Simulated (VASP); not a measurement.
Computed with PBEsol GGA, VASP's PBE PAW potentials (set 64) (plane waves; VASP).

A VASP calculation is set up with these files.

**POSCAR**
```
TaSi
1
    3.1246613197    -0.0000000000     0.0000000000
    0.0000000000     3.1246613197    -0.0000000000
    0.0000000000     0.0000000000     3.1246613197
Ta Si
1 1
Direct
  0.0000000000   0.0000000000   0.0000000000
  0.5000000000   0.5000000000   0.5000000000
```

**INCAR**
```
ALGO=Normal
EDIFF=1E-7
ENCUT=400
GGA=PS
ICHARG=11
ISMEAR=0
LASPH=.TRUE.
LCHARG=.FALSE.
LMAXMIX=6
LORBIT=11
LREAL=.FALSE.
LWAVE=.FALSE.
NELM=100
PREC=Accurate
SIGMA=0.05
SYSTEM=TaSi
```

### KPOINTS
```
k-points along high-symmetry lines
15
Line-mode
Reciprocal
  0.000000   0.000000   0.000000 ! GAMMA
  0.000000   0.500000   0.000000 ! X

  0.000000   0.500000   0.000000 ! X
  0.500000   0.500000   0.000000 ! M

  0.500000   0.500000   0.000000 ! M
  0.000000   0.000000   0.000000 ! GAMMA

  0.000000   0.000000   0.000000 ! GAMMA
  0.500000   0.500000   0.500000 ! R

  0.500000   0.500000   0.500000 ! R
  0.000000   0.500000   0.000000 ! X

  0.500000   0.500000   0.500000 ! R
  0.500000   0.500000   0.000000 ! M
```

POTCAR, in this order: Ta_pv Si (PBE.64 set). Program: vasp_std. Read from the step before: CHGCAR.

What VASP printed:

### OSZICAR
```
       N       E                     dE             d eps       ncg     rms          rms(c)
DAV:   1     0.602233288877E+02    0.60223E+02   -0.69669E+03  1988   0.103E+03
DAV:   2    -0.167815882090E+02   -0.77005E+02   -0.73110E+02  2244   0.253E+02
DAV:   3    -0.188778527081E+02   -0.20963E+01   -0.19568E+01  2476   0.368E+01
DAV:   4    -0.189119472775E+02   -0.34095E-01   -0.33748E-01  2452   0.424E+00
DAV:   5    -0.189125525684E+02   -0.60529E-03   -0.60492E-03  2450   0.477E-01
DAV:   6    -0.189125731725E+02   -0.20604E-04   -0.20602E-04  2512   0.679E-02
DAV:   7    -0.189125737476E+02   -0.57513E-06   -0.57423E-06  2485   0.956E-03
DAV:   8    -0.189125737655E+02   -0.17880E-07   -0.18624E-07  1992   0.153E-03
   1 F= -.18912574E+02 E0= -.18910621E+02  d E =-.390601E-02
```

File OUTCAR:
```
 val. band max:        8.6440307671   @ k =   0.5000   0.5000   0.2143

 cond. band min:       8.6567056811   @ k =   0.2500   0.5000   0.2500



 k-point     1 :       0.0000    0.0000    0.0000
  band No.  band energies     occupation
      1     -25.7487      2.00000
      2     -25.7487      2.00000
      3     -25.7487      2.00000
      4      -3.8733      2.00000
      5       5.2898      2.00000
      6       5.2898      2.00000
      7      10.5514      0.00000
      8      10.5514      0.00000
      9      10.5514      0.00000
     10      11.0409      0.00000
     11      11.0409      0.00000

 k-point     2 :       0.0000    0.0357    0.0000
  band No.  band energies     occupation
      1     -25.7539      2.00000
      2     -25.7483      2.00000
      3     -25.7483      2.00000
      4      -3.8487      2.00000
      5       5.2810      2.00000
      6       5.3021      2.00000
      7      10.2953      0.00000
      8      10.2953      0.00000
      9      10.4885      0.00000
     10      11.0478      0.00000
     11      11.3064      0.00000

 k-point     3 :       0.0000    0.0714    0.0000
  band No.  band energies     occupation
      1     -25.7691      2.00000
      2     -25.7469      2.00000
      3     -25.7469      2.00000
      4      -3.7751      2.00000
      5       5.2492      2.00000
      6       5.3395      2.00000
      7       9.9004      0.00000
      8       9.9004      0.00000
      9      10.3282      0.00000
     10      11.0682      0.00000
     11      11.7302      0.00000

 k-point     4 :       0.0000    0.1071    0.0000
  band No.  band energies     occupation
      1     -25.7934      2.00000
      2     -25.7448      2.00000
      3     -25.7448      2.00000
      4      -3.6535      2.00000
      5       5.1758      2.00000
      6       5.4009      2.00000
      7       9.5031      0.00000
      8       9.5031      0.00000
      9      10.1375      0.00000
     10      11.1013      0.00000
...
```

The density is held fixed in this step, so its total energy and stress have no physical meaning. Unless said otherwise, spin-orbit coupling is left out, though it shifts the bands of the heavy elements here.

The structure was generated: TaSi was put into the CsCl type (Pm-3m), which need not be its known phase. It was relaxed first. The electron count is odd and the run is not spin-polarised, which forces a metal.
